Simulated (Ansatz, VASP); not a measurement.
# Cross-check of GeMo (h-BN type (invented)) between VASP and Ansatz, part 2 of 2

One calculation is typed for both programs; each brings its own data sets. How far apart do they land? The cell is generated by rule, not measured, and may not be a known phase. Of the first pair: The cell is taken from a series of runs on this material, whose earlier steps may have relaxed, scaled, displaced or heated it; both programs get it as it stands.

VASP 6.6.1 and Ansatz 0.2.0.

So far: Set-up; Ansatz: relaxation of cell and atoms, PBE with D4, pair 1; VASP: relaxation of cell and atoms, PBE with D4, pair 1; Side by side.

**5. Ansatz: relaxation of cell and atoms, PBE with D4, pair 2**

Level of this step: Ansatz beside VASP: Kohn-Sham DFT, plane waves, PBE with D4 (Ansatz).

The relaxed volume is the usual yardstick between codes: in a stiff, nearly cubic crystal its relative difference is about their pressure difference at one cell divided by the bulk modulus. Its start cell is another than that of the pair before, and may be another structure of the material.

The two relaxations start from unlike cells of this crystal (the structure described is Ansatz's start), so only their ends are compared.

input.yaml reads:

```yaml
crystal:
  lattice:
    - [4.557892, 0.0, 0.0]
    - [-2.278946, 3.94725, 0.0]
    - [0.0, 0.0, 8.31]
  atoms:
    - { symbol: Mo, position: [0.333333, 0.666667, 0.25] }
    - { symbol: Mo, position: [0.666667, 0.333333, 0.75] }
    - { symbol: Ge, position: [0.666667, 0.333333, 0.25] }
    - { symbol: Ge, position: [0.333333, 0.666667, 0.75] }
kpoints:
  mp_grid: { grid: [6, 6, 4] }
hamiltonian:
  xc: pbe
  dispersion: d4
scf:
  occupations: { method: gaussian, width: 0.1 }
output:
  forces: true
  stress: true
  eigenvalues: true
relax:
  adjacent_minimum: "off"
  f_tol: 0.05
  max_steps: 80
  cell: { stress_tol: 0.5 }
```

Command:

```
> ansatz run input.yaml --threads 2 --pin off --max-ram 5120MiB --backend cpu --events-out ev --progress --plain --runs-dir out
```

Numbers of over 12 decimals in the logs are rounded to 6 here.

The program printed:

```text
[...]
--- Relaxed structure (12 steps of the walk, 10 accepted, 1 SCFs on fresh bases) ---
[...]
cell:  # Å, volume = 79.6464 Å³
    - [4.302583, 0, 0]
    - [-2.151291, 3.726146, 0]
    - [0, 0.0, 4.967950]
  atoms:
    - { symbol: Mo, position: [0.333333, 0.666667, 0.250000] }
    - { symbol: Mo, position: [0.666667, 0.333333, 0.750000] }
    - { symbol: Ge, position: [0.666667, 0.333333, 0.250000] }
    - { symbol: Ge, position: [0.333333, 0.666667, 0.750000] }
[key lines of the parts left out:]
SCF converged after 5 iterations
Free energy (F): -18501.486879 eV
Fermi energy:    12.755267 eV
P = ⅓ Tr σ = 0.1682 GPa (1.682 kbar)
```

**6. VASP: relaxation of cell and atoms, PBE with D4, pair 2**

Its own start cell and the same functional, mesh and smearing now go to VASP, with its own data sets.

INCAR reads:

```
SYSTEM = GeMo
PREC = Accurate
ENCUT = 500
EDIFF = 1E-07
NELM = 120
ISMEAR = 0
SIGMA = 0.1
LREAL = .FALSE.
ALGO = Normal
GGA = PE
IVDW = 13
NBANDS = 34
LASPH = .TRUE.
LORBIT = 11
LWAVE = .FALSE.
LCHARG = .FALSE.
ISIF = 3
IBRION = 2
NSW = 80
EDIFFG = -0.005
GGA_COMPAT = .FALSE.
NELMIN = 4
KPAR = 2
```

POSCAR reads:

```
GeMo
1.0
    4.3087196140      0.0000000000      0.0000000000
   -2.1543598070      3.7314604460      0.0000000000
    0.0000000000      0.0000000000      4.9694160412
Mo Ge
2 2
Direct
    0.3333333333      0.6666666667      0.2500000000
    0.6666666667      0.3333333333      0.7500000000
    0.6666666667      0.3333333333      0.2500000000
    0.3333333333      0.6666666667      0.7500000000
```

KPOINTS reads:

```
Automatic mesh
0
Gamma
6 6 4
0 0 0
```

PAW data sets: Mo_sv and Ge_d (PBE family, release 64).

Command:

```
> mpirun -np 2 vasp_std
```

The program printed:

```text
[... set-up lines as in an earlier step ...]
 entering main loop
       N       E                     dE             d eps       ncg     rms          rms(c)
DAV:   1     0.682217917515E+03    0.68222E+03   -0.30014E+04  1832   0.378E+03
DAV:   2     0.610984383806E+02   -0.62112E+03   -0.60947E+03  1452   0.840E+02
DAV:   3    -0.257706898638E+02   -0.86869E+02   -0.85057E+02  1650   0.216E+02
DAV:   4    -0.301635602136E+02   -0.43929E+01   -0.43212E+01  1692   0.507E+01
[...]
DAV:  12    -0.286846517617E+02   -0.34269E-05   -0.10854E-05  1886   0.394E-02    0.471E-03
DAV:  13    -0.286846524041E+02   -0.64245E-06   -0.14412E-06  1464   0.847E-03    0.308E-03
DAV:  14    -0.286846524219E+02   -0.17777E-07   -0.19643E-07  1148   0.251E-03
   1 F= -.30376144E+02 E0= -.30367639E+02  d E =-.303761E+02
[...]
N       E                     dE             d eps       ncg     rms          rms(c)
DAV:   1    -0.286840798649E+02    0.57254E-03   -0.47602E-03  1756   0.704E-01    0.115E-01
[...]
DAV:   6    -0.286838628179E+02   -0.28216E-06   -0.39042E-07  1330   0.522E-03    0.118E-03
DAV:   7    -0.286838628953E+02   -0.77358E-07   -0.40386E-08   748   0.179E-03
   2 F= -.30376143E+02 E0= -.30367642E+02  d E =0.724175E-06
 trial-energy change:    0.000001  1 .order    0.000004   -0.000012    0.000019
 step:   0.5272(harm=  0.3745)  dis= 0.00000  next Energy=   -30.376147 (dE=-0.352E-05)
[...]
N       E                     dE             d eps       ncg     rms          rms(c)
DAV:   1    -0.286842895987E+02   -0.42678E-03   -0.10677E-03  1748   0.334E-01    0.545E-02
DAV:   2    -0.286842499147E+02    0.39684E-04   -0.13982E-04  1510   0.969E-02    0.163E-02
DAV:   3    -0.286842434243E+02    0.64905E-05   -0.97837E-06  1794   0.352E-02    0.851E-03
DAV:   4    -0.286842408223E+02    0.26020E-05   -0.40620E-06  1892   0.164E-02    0.284E-03
DAV:   5    -0.286842402748E+02    0.54750E-06   -0.59886E-07  1340   0.827E-03    0.123E-03
DAV:   6    -0.286842401126E+02    0.16211E-06   -0.59811E-08   730   0.255E-03    0.415E-04
DAV:   7    -0.286842400751E+02    0.37564E-07   -0.20610E-08   724   0.122E-03
   3 F= -.30376149E+02 E0= -.30367646E+02  d E =-.498988E-05
[...]
reached required accuracy - stopping structural energy minimisation
```

OUTCAR, selected parts (step 6):

```text
  Edisp (eV):   -1.69191

  Total       0.00742     0.00742     0.01333     0.00000     0.00000     0.00000
  in kB       0.14891     0.14891     0.26742     0.00000     0.00000     0.00000
  external pressure =        0.19 kB  Pullay stress =        0.00 kB

 POSITION                                       TOTAL-FORCE (eV/Angst)
 -----------------------------------------------------------------------------------
     -0.00000      2.48756      1.24212        -0.000000      0.000000      0.000000
      2.15429      1.24378      3.72635        -0.000000     -0.000000      0.000000
      2.15429      1.24378      1.24212         0.000000     -0.000000     -0.000000
     -0.00000      2.48756      3.72635        -0.000000      0.000000      0.000000
 -----------------------------------------------------------------------------------
    total drift:                                0.000000      0.000000      0.000000

  FREE ENERGIE OF THE ION-ELECTRON SYSTEM (eV)
  ---------------------------------------------------
  free  energy   TOTEN  =       -30.3761486140 eV

  energy  without entropy=      -30.3591430689  energy(sigma->0) =      -30.36764584

[... 1 part as in an earlier step ...]

[... 3 further parts left out ...]
[key lines of the parts left out:]
E-fermi :   7.3399
```

**7. Differences**

Both answers:

| quantity | Ansatz | VASP | difference |
| --- | --- | --- | --- |
| volume (Å³) | 79.65 | 79.88 | -0.29 % |
| edge a after relaxation, in the typed setting (Å) | 4.303 | 4.309 | -0.14 % |
| edge c after relaxation, in the typed setting (Å) | 4.968 | 4.968 | -0.01 % |

**8. Results**

| Quantity | Value |
| --- | --- |
| difference in volume (relaxation of cell and atoms, PBE with D4, pair 1) | -0.11 % |
| difference in volume (relaxation of cell and atoms, PBE with D4, pair 2) | -0.29 % |

What this shows: The difference in volume is -0.29 % (relaxation of cell and atoms, PBE with D4, pair 2), within the 1.2 % picked in this series as the mark of a large difference, as far as the stopping tolerances let one tell. Such differences can come from data sets, numerical settings and the points named under the comparisons, not from the functional's error against experiment.

[Lines on the potential files, build, host, timing and source positions are cut from VASP's logs without a mark.]

[Logs are printed without paths, hosts, clocks, repeated set-up lines and the standing remarks that a program may print on its own settings, such as how far it seeks lower states.]

[Hosts, paths, dates, database ids (printed as entryN), source tags and the programs' standing remarks are cut or masked in the printed files.]
